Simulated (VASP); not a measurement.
These are PBE GGA, VASP's PBE PAW potentials (set 64) (plane waves; VASP) values and carry that method's errors.

VASP ran on this input.

**INCAR**
```
SYSTEM  =  Li31F32
PREC  =  Normal; ENCUT  =  400; LREAL  =  Auto
LASPH  =  T; ISYM  =  0; NELECT  =  256.0
EDIFF  =  1E-5; NELM  =  100; NELMIN  =  4
ALGO  =  Fast
ISMEAR  =  0; SIGMA  =  0.05
GGA  =  PE
IBRION  =  2; NSW  =  60; ISIF  =  2
EDIFFG  =  -0.03
LWAVE  =  F; LCHARG  =  F
```

### KPOINTS
```
Automatic mesh
0
Gamma
 1 1 1
```

### POSCAR
```
Li31F32
1
    8.0985444355     0.0000000000     0.0000000000
    0.0000000000     8.0985444355    -0.0000000000
   -0.0000000000    -0.0000000000     8.0985444355
Li F
31 32
Direct
  0.4963550000   0.0000140000  -0.0000310000
  0.7493930000   0.2481250000  -0.0030960000
  0.7533570000  -0.0034340000   0.2514820000
  0.0003560000   0.0015070000  -0.0008450000
  0.2532790000   0.2522610000   0.0035980000
  0.5011130000   0.5026860000   0.0035050000
  0.7530240000   0.7519230000  -0.0011400000
  0.2498360000  -0.0004800000   0.2527570000
  0.5031650000   0.2465720000   0.2510950000
  0.7465650000   0.4975400000   0.2521930000
  0.4998850000   0.0014720000   0.5022420000
  0.7490700000   0.2477640000   0.4988300000
  0.7478730000  -0.0021090000   0.7480070000
 -0.0000420000   0.4994790000   0.0017480000
  0.2479520000   0.7473110000   0.0008560000
  0.0002950000   0.2484320000   0.2470450000
  0.2500010000   0.4969000000   0.2521690000
  0.5031060000   0.7501300000   0.2472720000
 -0.0017790000   0.0005640000   0.4986140000
  0.2501510000   0.2530000000   0.4981380000
  0.7493030000   0.7465490000   0.5019890000
  0.2534820000  -0.0014260000   0.7488010000
  0.5029330000   0.2516130000   0.7513560000
  0.7524480000   0.4981000000   0.7515170000
  0.0028720000   0.7468750000   0.2522600000
 -0.0016180000   0.5026920000   0.4976070000
  0.2498220000   0.7533690000   0.5026300000
 -0.0001720000   0.2517470000   0.7489300000
  0.2513490000   0.4992230000   0.7472950000
  0.5028540000   0.7505860000   0.7476030000
 -0.0022260000   0.7530120000   0.7498030000
  0.7472740000   0.2473360000   0.2479050000
 -0.0011500000   0.4975190000   0.2528180000
  0.0005420000   0.2529630000   0.5012420000
  0.2514470000   0.2524180000   0.2497440000
  0.4975410000   0.5001570000   0.2533170000
  0.7476590000   0.7480880000   0.2527800000
 -0.0002710000   0.0008230000   0.2499720000
  0.4976730000   0.2513970000   0.5015150000
  0.7510280000   0.4997150000   0.4966730000
 -0.0025120000   0.7473110000   0.4989050000
  0.7482640000   0.2530480000   0.7464480000
 -0.0004160000   0.4999860000   0.7493620000
  0.0017050000   0.2493740000   0.0006250000
  0.2504180000   0.7485310000   0.2535050000
  0.4999400000  -0.0023590000   0.2470920000
  0.2499300000   0.5009830000   0.4965610000
  0.5019210000   0.7482300000   0.4970290000
  0.7471160000   0.0025430000   0.5003430000
  0.2521710000   0.2499490000   0.7534630000
  0.5001600000   0.5000430000   0.7523310000
  0.7468230000   0.7525030000   0.7522650000
  0.0013320000   0.0031190000   0.7504480000
  0.5017190000   0.2514990000   0.0016780000
  0.7525540000   0.5010800000  -0.0014690000
  0.0002670000   0.7491130000  -0.0023920000
  0.2513660000  -0.0002830000   0.5012210000
  0.2505930000   0.7497290000   0.7512890000
  0.5029670000  -0.0035320000   0.7474420000
  0.2504800000   0.4966160000   0.0010450000
  0.4993780000   0.7517750000   0.0006280000
  0.7506830000  -0.0033210000   0.0018120000
  0.2495660000  -0.0027090000   0.0022910000
```

POTCAR, in this order: Li F (PBE.64 set). Program: vasp_gam.

The resulting files:

OSZICAR:
```
...
RMM:   8    -0.301673857920E+03    0.18463E-02   -0.49465E-03   323   0.146E-01    0.107E-01
RMM:   9    -0.301673806125E+03    0.51795E-04   -0.29067E-03   321   0.104E-01    0.518E-02
RMM:  10    -0.301673791150E+03    0.14975E-04   -0.12117E-04   262   0.244E-02    0.394E-02
RMM:  11    -0.301673768067E+03    0.23083E-04   -0.54875E-05   235   0.163E-02    0.188E-02
RMM:  12    -0.301673762856E+03    0.52107E-05   -0.54405E-05   230   0.142E-02
   2 F= -.30167376E+03 E0= -.30167376E+03  d E =-.651518E+00
       N       E                     dE             d eps       ncg     rms          rms(c)
DAV:   1    -0.301572095810E+03    0.10167E+00   -0.21740E+02   336   0.439E+01    0.171E+00
RMM:   2    -0.301970004868E+03   -0.39791E+00   -0.43937E+00   320   0.582E+00    0.834E-01
RMM:   3    -0.301952081248E+03    0.17924E-01   -0.18995E-01   320   0.140E+00    0.709E-01
RMM:   4    -0.301923466104E+03    0.28615E-01   -0.14379E-01   320   0.883E-01    0.421E-01
RMM:   5    -0.301920781785E+03    0.26843E-02   -0.59659E-03   320   0.207E-01    0.334E-01
RMM:   6    -0.301918641336E+03    0.21404E-02   -0.45285E-02   320   0.466E-01    0.313E-01
RMM:   7    -0.301918487047E+03    0.15429E-03   -0.24391E-03   320   0.112E-01    0.306E-01
RMM:   8    -0.301917551362E+03    0.93568E-03   -0.55166E-04   304   0.595E-02    0.233E-01
RMM:   9    -0.301917630366E+03   -0.79004E-04   -0.19004E-02   394   0.293E-01    0.212E-01
RMM:  10    -0.301916672751E+03    0.95761E-03   -0.25467E-03   317   0.110E-01    0.750E-02
RMM:  11    -0.301916828248E+03   -0.15550E-03   -0.18441E-04   293   0.314E-02    0.100E-01
RMM:  12    -0.301916690080E+03    0.13817E-03   -0.23494E-04   303   0.334E-02    0.592E-02
RMM:  13    -0.301916640705E+03    0.49375E-04   -0.51161E-04   305   0.451E-02    0.517E-03
RMM:  14    -0.301916642425E+03   -0.17198E-05   -0.18555E-05   202   0.995E-03
   3 F= -.30191664E+03 E0= -.30191664E+03  d E =-.894398E+00
       N       E                     dE             d eps       ncg     rms          rms(c)
DAV:   1    -0.301923927173E+03   -0.72865E-02   -0.13491E+01   336   0.116E+01    0.421E-01
RMM:   2    -0.301949189107E+03   -0.25262E-01   -0.26633E-01   320   0.147E+00    0.159E-01
RMM:   3    -0.301948024549E+03    0.11646E-02   -0.10533E-02   320   0.339E-01    0.123E-01
RMM:   4    -0.301947148971E+03    0.87558E-03   -0.29995E-03   320   0.134E-01    0.283E-02
RMM:   5    -0.301947134026E+03    0.14945E-04   -0.22539E-04   308   0.393E-02    0.213E-02
RMM:   6    -0.301947108532E+03    0.25494E-04   -0.11413E-04   300   0.235E-02    0.984E-03
RMM:   7    -0.301947105316E+03    0.32164E-05   -0.15016E-05   194   0.821E-03
   4 F= -.30194711E+03 E0= -.30194711E+03  d E =-.304629E-01
       N       E                     dE             d eps       ncg     rms          rms(c)
DAV:   1    -0.301885006168E+03    0.62102E-01   -0.46753E+01   320   0.215E+01    0.799E-01
RMM:   2    -0.301973395663E+03   -0.88389E-01   -0.93546E-01   320   0.276E+00    0.304E-01
RMM:   3    -0.301969507402E+03    0.38883E-02   -0.37615E-02   320   0.649E-01    0.240E-01
RMM:   4    -0.301966394205E+03    0.31132E-02   -0.11153E-02   320   0.263E-01    0.691E-02
RMM:   5    -0.301966323571E+03    0.70634E-04   -0.74778E-04   320   0.736E-02    0.527E-02
RMM:   6    -0.301966212196E+03    0.11138E-03   -0.76701E-04   320   0.638E-02    0.303E-02
RMM:   7    -0.301966196761E+03    0.15435E-04   -0.52485E-05   266   0.177E-02    0.183E-02
RMM:   8    -0.301966186373E+03    0.10387E-04   -0.11462E-04   297   0.247E-02    0.147E-02
RMM:   9    -0.301966182317E+03    0.40568E-05   -0.19434E-05   202   0.109E-02
   5 F= -.30196618E+03 E0= -.30196618E+03  d E =-.495399E-01
       N       E                     dE             d eps       ncg     rms          rms(c)
DAV:   1    -0.301965428611E+03    0.75776E-03   -0.64287E-01   352   0.251E+00    0.918E-02
RMM:   2    -0.301966631278E+03   -0.12027E-02   -0.12706E-02   320   0.319E-01    0.344E-02
RMM:   3    -0.301966573990E+03    0.57288E-04   -0.49740E-04   320   0.732E-02    0.265E-02
RMM:   4    -0.301966531899E+03    0.42092E-04   -0.13901E-04   300   0.288E-02    0.508E-03
RMM:   5    -0.301966531347E+03    0.55178E-06   -0.11182E-05   192   0.856E-03
   6 F= -.30196653E+03 E0= -.30196653E+03  d E =-.498889E-01
       N       E                     dE             d eps       ncg     rms          rms(c)
DAV:   1    -0.301967045331E+03   -0.51343E-03   -0.47267E+00   336   0.703E+00    0.262E-01
RMM:   2    -0.301976146035E+03   -0.91007E-02   -0.96474E-02   320   0.907E-01    0.982E-02
RMM:   3    -0.301975710165E+03    0.43587E-03   -0.37289E-03   320   0.207E-01    0.743E-02
RMM:   4    -0.301975459030E+03    0.25114E-03   -0.94385E-04   320   0.794E-02    0.155E-02
RMM:   5    -0.301975459209E+03   -0.17993E-06   -0.66408E-05   291   0.225E-02
   7 F= -.30197546E+03 E0= -.30197546E+03  d E =-.892786E-02
       N       E                     dE             d eps       ncg     rms          rms(c)
DAV:   1    -0.301966245531E+03    0.92135E-02   -0.69652E+00   320   0.854E+00    0.317E-01
RMM:   2    -0.301979674489E+03   -0.13429E-01   -0.14241E-01   320   0.110E+00    0.119E-01
RMM:   3    -0.301979038463E+03    0.63603E-03   -0.55337E-03   320   0.252E-01    0.902E-02
RMM:   4    -0.301978669697E+03    0.36877E-03   -0.14081E-03   320   0.968E-02    0.195E-02
RMM:   5    -0.301978669695E+03    0.19791E-08   -0.99578E-05   298   0.274E-02
   8 F= -.30197867E+03 E0= -.30197867E+03  d E =-.121383E-01
       N       E                     dE             d eps       ncg     rms          rms(c)
DAV:   1    -0.301978674555E+03   -0.48581E-05   -0.18839E-02   368   0.442E-01    0.173E-02
RMM:   2    -0.301978710078E+03   -0.35523E-04   -0.37081E-04   320   0.563E-02    0.736E-03
RMM:   3    -0.301978708089E+03    0.19890E-05   -0.13826E-05   192   0.127E-02    0.514E-03
RMM:   4    -0.301978707081E+03    0.10078E-05   -0.29878E-06   189   0.463E-03
   9 F= -.30197871E+03 E0= -.30197871E+03  d E =-.121757E-01
       N       E                     dE             d eps       ncg     rms          rms(c)
DAV:   1    -0.301975242325E+03    0.34658E-02   -0.15688E+00   320   0.405E+00    0.150E-01
RMM:   2    -0.301978249867E+03   -0.30075E-02   -0.31866E-02   320   0.520E-01    0.562E-02
RMM:   3    -0.301978104728E+03    0.14514E-03   -0.12312E-03   320   0.119E-01    0.425E-02
RMM:   4    -0.301978021469E+03    0.83260E-04   -0.31010E-04   320   0.454E-02    0.858E-03
RMM:   5    -0.301978021654E+03   -0.18575E-06   -0.22334E-05   203   0.129E-02
  10 F= -.30197802E+03 E0= -.30197802E+03  d E =-.114903E-01
       N       E                     dE             d eps       ncg     rms          rms(c)
DAV:   1    -0.301976725714E+03    0.12958E-02   -0.11300E+00   320   0.343E+00    0.127E-01
RMM:   2    -0.301978887386E+03   -0.21617E-02   -0.22873E-02   320   0.441E-01    0.475E-02
RMM:   3    -0.301978782893E+03    0.10449E-03   -0.87919E-04   320   0.100E-01    0.359E-02
RMM:   4    -0.301978723420E+03    0.59472E-04   -0.21960E-04   319   0.382E-02    0.693E-03
RMM:   5    -0.301978723707E+03   -0.28698E-06   -0.15419E-05   193   0.108E-02
  11 F= -.30197872E+03 E0= -.30197872E+03  d E =-.121924E-01
       N       E                     dE             d eps       ncg     rms          rms(c)
DAV:   1    -0.301979242680E+03   -0.51926E-03   -0.63295E-01   320   0.258E+00    0.964E-02
RMM:   2    -0.301980459800E+03   -0.12171E-02   -0.12793E-02   320   0.336E-01    0.356E-02
RMM:   3    -0.301980408783E+03    0.51017E-04   -0.49378E-04   320   0.761E-02    0.265E-02
RMM:   4    -0.301980381125E+03    0.27658E-04   -0.10961E-04   304   0.280E-02    0.547E-03
RMM:   5    -0.301980381424E+03   -0.29932E-06   -0.75628E-06   192   0.766E-03
  12 F= -.30198038E+03 E0= -.30198038E+03  d E =-.165772E-02
```

OUTCAR:
```
------------------------ aborting loop because EDIFF is reached ----------------------------------------
  FORCE on cell =-STRESS in cart. coord.  units (eV):
  Direction    XX          YY          ZZ          XY          YZ          ZX
  --------------------------------------------------------------------------------------
  Total      -21.4044947    -21.3898082    -21.4001776     -0.0176412      0.0069960      0.0063475
  in kB      -64.5646280    -64.5203276    -64.5516059     -0.0532131      0.0211026      0.0191465
  external PRESSURE =     -64.5455205 kB  Pullay stress =       0.0000000 kB
  volume of cell :      531.15
      direct lattice vectors                 reciprocal lattice vectors
     8.098544435  0.000000000  0.000000000     0.123478979  0.000000000  0.000000000
     0.000000000  8.098544435  0.000000000     0.000000000  0.123478979  0.000000000
     0.000000000  0.000000000  8.098544435     0.000000000  0.000000000  0.123478979
  FREE ENERGIE OF THE ION-ELECTRON SYSTEM (eV)
  ---------------------------------------------------
  free  energy   TOTEN  =      -301.9803814238 eV

  energy  without entropy=     -301.9803814238  energy(sigma->0) =     -301.98038142

 reached required accuracy - stopping structural energy minimisation
```
(Selected blocks of OUTCAR.)

File CONTCAR:
```
Li31F32
   1.00000000000000
     8.0985444354999991    0.0000000000000000    0.0000000000000000
     0.0000000000000000    8.0985444354999991    0.0000000000000000
     0.0000000000000000    0.0000000000000000    8.0985444354999991
  Li              F
    31    32
Direct
     0.4994283553106224    0.9991237825625058    0.0002562742710842
     0.7479147385386017    0.2508131296135920    0.9996730554617637
     0.7488043146654169    0.9985648422210925    0.2519958393460085
     0.0009608866535315    0.0003179661255040    0.9996757582950758
     0.2532391717177726    0.2524845978607941    0.0006954071227986
     0.5008087499357580    0.5009126413661905    0.0004738666892553
     0.7491276864133475    0.7481841022655817    0.0002011041205362
     0.2517646352175426    0.9992748964829599    0.2528365228919854
     0.5007115825033597    0.2562477371650220    0.2575990369881707
     0.7415910472783791    0.4989007035027891    0.2578573607870143
     0.5000962102344592    0.0000218855438055    0.5003053020225382
     0.7421866146270244    0.2572730911617400    0.4999610793370517
     0.7477353844964396    0.9999903074617748    0.7476746472339036
     0.9999911121160154    0.4994444312036948    0.0003024779623170
     0.2514245663297767    0.7469994013257318    0.0003414960289848
     0.9997996693801701    0.2514376047041604    0.2514875066597759
     0.2587425528849838    0.4994634529168346    0.2587470984539925
     0.5000926192690878    0.7422887882583621    0.2577085255404723
     0.9996974816653040    0.0005226891728793    0.5001769612466529
     0.2579847295662487    0.2580730861049639    0.4999998280488225
     0.7417731045024689    0.7409667239726081    0.5000261813602335
     0.2527786701402631    0.0002578592893173    0.7482848445150945
     0.5004222971989999    0.2585833808168576    0.7424811987197106
     0.7432462235506090    0.4995117117914785    0.7430173184383584
     0.0003027342541335    0.7469230775564537    0.2527244060498182
     0.9996933599120754    0.5001269393852658    0.4997319396933497
     0.2579578774143451    0.7426884843676048    0.5005371850882200
     0.0009269101384403    0.2523584959780890    0.7477050446315258
     0.2581083913844103    0.5002636469804074    0.7421932500122967
     0.5005275617910893    0.7417969906781906    0.7423814420211180
     0.0001326880713034    0.7485552239594050    0.7477789493800342
     0.7499035110717455    0.2496145575383950    0.2502570210681814
     0.9999777412219020    0.4994771206898070    0.2475482748617822
     0.0003179668007440    0.2471996732569871    0.4998971194254678
     0.2505776875292832    0.2498012648545923    0.2505641079270096
     0.5002777615879807    0.4994388933446542    0.2360395251378098
     0.7499999657139020    0.7491794717904389    0.2503951790500907
     0.0001332589815962    0.9996766801060015    0.2487866741734571
     0.5000336672804132    0.2356193412222445    0.5001765135657843
     0.7639606522435031    0.4993925214868997    0.5002889257295670
     0.9995160105712190    0.7528105939656136    0.5002012861149507
     0.7499275827577091    0.2500361557197920    0.7499067527144448
     0.0000475780206151    0.4999160313842010    0.7529803275882034
     0.0002091675412983    0.2484901829044875    0.9999504185927134
     0.2502139870146439    0.7492661357113694    0.2508133232617198
     0.5001328176184235    0.9994390882204882    0.2476038186665304
     0.2355566374966242    0.5002368906894268    0.5004707693403472
     0.5000765128958009    0.7643222113647689    0.5001676451361352
     0.7526353235906700    0.0002180458370443    0.4999837200134433
     0.2507674967317680    0.2506763811590937    0.7498698347432190
     0.5003375534591612    0.5002302696094580    0.7648894890815694
     0.7499602645509373    0.7494556072628397    0.7496780120738318
     0.0002177448184748    0.0001786939828364    0.7513052716323455
     0.5003192930043848    0.2467387141211839    0.0001550361440317
     0.7529145719204047    0.4997118423812014    0.0002202252525203
     0.0002965586940862    0.7512524446396870    0.0002013600069983
     0.2472843424652547    0.9997331827724266    0.5003945103063017
     0.2504729388490419    0.7496684746685039    0.7499315733656839
     0.5000480954003260    0.9997401319194191    0.7531655572535013
     0.2474482658422144    0.4999501309688229    0.0005492191332805
     0.5001573615394131    0.7524629179402328    0.0007746497870376
     0.7516311834015275    0.9994805237897572    0.9999332649427022
     0.2488445722229489    0.9998551529016626    0.0001876854913766
```

At this cut-off the stress carries a Pulay error, which pulls relaxed volumes low. The cell is charged, with a uniform compensating background. The supercell is sampled at Γ alone, which is coarse: total energies, pressure and levels can be off, energies of defects by several tenths of an eV.

The cell is a supercell with a defect, built from LiF (rock salt): Li into a Li vacancy, charge -1. The run is not spin-polarised, so no state with unpaired spins was tried.
